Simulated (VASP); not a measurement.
Energy against volume of ZnS (wurtzite). Method: PBEsol GGA, VASP's PBE PAW potentials (set 64) (plane waves; VASP 6.6.1). Numerical set-up: 520 eV cut-off, 7×7×4 Γ-centred mesh, Gaussian smearing of 0.050 eV, potentials Zn S.

Shape and ions are relaxed at each volume.

| V (Å³/atom) | E (eV/atom) |
|---|---|
| 18.701 | -3.78707 |
| 19.280 | -3.79159 |
| 19.858 | -3.78766 |
| 20.436 | -3.77649 |

Fit these four points and predict the energy of the run at 18.123 Å³/atom.

A cubic in V^(−2/3), the third-order Birch-Murnaghan form, passes through the four points with V0 = 19.28 Å³/atom and B0 = 78 GPa, and gives -3.7727 eV/atom there. The run gave -3.7726 eV/atom, +0.2 meV/atom from the fit; all five points give B0 = 78 GPa.

The compound is ZnS in the wurtzite structure, the high-temperature form. It was relaxed first.
